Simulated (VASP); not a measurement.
Sb2Te4O: density of states with PBE

The system is Sb2Te4O.

```
CELL_PARAMETERS angstrom
3.28400 -3.20715 0.00000
3.28400 3.20715 0.00000
-3.06656 0.00000 9.10755
ATOMIC_POSITIONS crystal
Sb 0.56233 0.56233 0.28978
Sb 0.43767 0.43767 0.71022
Te 0.50000 0.00000 0.00000
Te 0.82497 0.82497 0.62181
Te 0.00000 0.50000 0.00000
Te 0.17503 0.17503 0.37819
O 0.00000 0.00000 0.00000
```

The cell was built by a generator and needn't be a form met in nature.

| Property | Result |
| --- | --- |
| Program | VASP 6.6.1 |
| Task | density of states |
| Functional | PBE |
| Potentials or basis | VASP PAW PBE potentials, release 64 (Sb, Te, O) |
| Cutoff | 520 eV |
| k mesh | 8 × 8 × 4 |
| Occupations | gaussian, width 0.1 eV |
| Spin | no spin polarisation |
| k mesh for the DOS | 12 × 12 × 6 |
| Occupations for the DOS | tetrahedron |
| Further INCAR settings | ALGO = Normal; EDIFF = 1e-07; NBANDS = 29 |

```json
{
  "Valence electrons inside the program's atomic spheres": "Sb 2.26; Te 3.24, 3.31; O 4.93"
}
```

Levels at points of the mesh, in eV from the Fermi level:
```csv
k point,band 18,band 19,band 20,band 21,band 22,band 23
"(0.00, 0.00, 0.00)",-0.99,-0.72,-0.17,1.05,1.19,1.58
"(0.50, 0.00, 0.00)",-1.40,-1.27,-1.04,0.15,0.29,0.30
"(0.50, 0.50, 0.00)",-2.04,-1.14,-1.12,0.58,1.76,2.08
"(0.00, 0.00, 0.50)",-1.37,-0.77,-0.51,0.30,0.84,1.76
"(0.50, 0.00, 0.50)",-1.48,-1.34,-1.14,-0.08,0.10,0.36
"(0.50, 0.50, 0.50)",-2.12,-1.60,-1.01,0.96,1.97,2.08
```

States per cell in windows of 0.5 eV (zero at the Fermi level; states under -8 eV left out):
| from (eV) | total | O7_p | Te3_p | Te5_p | Te4_p | Te6_p | Sb1_p |
| --- | --- | --- | --- | --- | --- | --- | --- |
| -8.0 | 0.20 | 0.00 | 0.00 | 0.00 | 0.00 | 0.00 | 0.00 |
| -7.5 | 0.30 | 0.10 | 0.03 | 0.03 | 0.00 | 0.00 | 0.00 |
| -7.0 | 0.72 | 0.26 | 0.08 | 0.08 | 0.00 | 0.00 | 0.00 |
| -6.5 | 0.43 | 0.15 | 0.04 | 0.04 | 0.00 | 0.00 | 0.00 |
| -6.0 | 0.53 | 0.13 | 0.05 | 0.05 | 0.01 | 0.01 | 0.01 |
| -5.5 | 1.93 | 0.28 | 0.13 | 0.13 | 0.07 | 0.07 | 0.06 |
| -5.0 | 1.55 | 0.23 | 0.09 | 0.09 | 0.07 | 0.07 | 0.05 |
| -4.5 | 1.70 | 0.24 | 0.08 | 0.08 | 0.09 | 0.09 | 0.06 |
| -4.0 | 2.62 | 0.29 | 0.09 | 0.09 | 0.19 | 0.19 | 0.13 |
| -3.5 | 3.00 | 0.44 | 0.09 | 0.09 | 0.22 | 0.22 | 0.15 |
| -3.0 | 2.80 | 0.43 | 0.08 | 0.08 | 0.20 | 0.20 | 0.14 |
| -2.5 | 2.43 | 0.15 | 0.11 | 0.11 | 0.23 | 0.23 | 0.13 |
| -2.0 | 1.90 | 0.08 | 0.14 | 0.14 | 0.19 | 0.19 | 0.06 |
| -1.5 | 3.05 | 0.17 | 0.29 | 0.29 | 0.33 | 0.33 | 0.04 |
| -1.0 | 2.11 | 0.14 | 0.25 | 0.25 | 0.19 | 0.19 | 0.02 |
| -0.5 | 0.92 | 0.06 | 0.11 | 0.11 | 0.04 | 0.04 | 0.05 |
| 0.0 | 1.69 | 0.05 | 0.12 | 0.12 | 0.08 | 0.08 | 0.15 |
| 0.5 | 2.12 | 0.05 | 0.13 | 0.13 | 0.13 | 0.13 | 0.20 |
| 1.0 | 2.09 | 0.06 | 0.12 | 0.12 | 0.14 | 0.14 | 0.20 |
| 1.5 | 2.34 | 0.05 | 0.14 | 0.14 | 0.17 | 0.17 | 0.23 |
| 2.0 | 2.73 | 0.06 | 0.19 | 0.19 | 0.19 | 0.19 | 0.29 |
| 2.5 | 2.59 | 0.12 | 0.21 | 0.21 | 0.16 | 0.16 | 0.27 |
| 3.0 | 1.21 | 0.15 | 0.14 | 0.14 | 0.06 | 0.06 | 0.07 |
| 3.5 | 1.16 | 0.25 | 0.15 | 0.15 | 0.01 | 0.01 | 0.01 |
| 4.0 | 0.60 | 0.09 | 0.06 | 0.06 | 0.00 | 0.00 | 0.00 |
| 4.5 | 0.51 | 0.02 | 0.02 | 0.02 | 0.01 | 0.01 | 0.01 |
| 5.0 | 0.86 | 0.01 | 0.01 | 0.01 | 0.02 | 0.02 | 0.01 |
| 5.5 | 0.15 | 0.00 | 0.00 | 0.00 | 0.01 | 0.01 | 0.00 |
| 6.0 | 0.02 | 0.00 | 0.00 | 0.00 | 0.00 | 0.00 | 0.00 |
| 6.5 | 0.00 | 0.00 | 0.00 | 0.00 | 0.00 | 0.00 | 0.00 |

It took 3.3 min on 4 MPI ranks on AMD EPYC 9R45 96-Core Processor (Zen 5), on a shared host, peak memory 1.1 GiB a rank.

 Spin-orbit coupling is left out, which matters for the levels of Sb, Te.
